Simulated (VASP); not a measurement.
A run of VASP 6.6.1:

File INCAR:

```
SYSTEM = Ti
ALGO = Normal
EDIFF = 1E-6
EDIFFG = -0.01
ENCUT = 600
GGA = AM
IBRION = 2
ISIF = 3
ISMEAR = 1
LASPH = .True.
LCHARG = .False.
LREAL = .False.
LWAVE = .False.
NELM = 80
NSW = 90
PREC = Accurate
SIGMA = 0.1
```

Contents of KPOINTS:

```
k-points
0
Gamma
  15 15 8
  0 0 0
```

POSCAR

```
Ti
1.0
    2.9500000000      0.0000000000      0.0000000000
   -1.4750000000      2.5547749412      0.0000000000
    0.0000000000      0.0000000000      4.6800000000
Ti
2
Direct
    0.3333333333      0.6666666667      0.2500000000
    0.6666666667      0.3333333333      0.7500000000
```

Potentials or basis: VASP PAW PBE potentials, release 64 (Ti_sv).

Launch:

```bash
$ cat potpaw_PBE.64/Ti_sv/POTCAR > POTCAR
$ mpirun -np 1 vasp_std > vasp.out
```

Hardware: 1 thread of Intel(R) Xeon(R) 6975P-C (Granite Rapids), on a shared host.

Q: Estimate the wall time of this run.

A: Wall time 2.6 min on 1 thread of Intel(R) Xeon(R) 6975P-C (Granite Rapids) (shared host), peak memory 0.22 GiB. Counts: scf iterations 66, k points 135, ion steps 8.
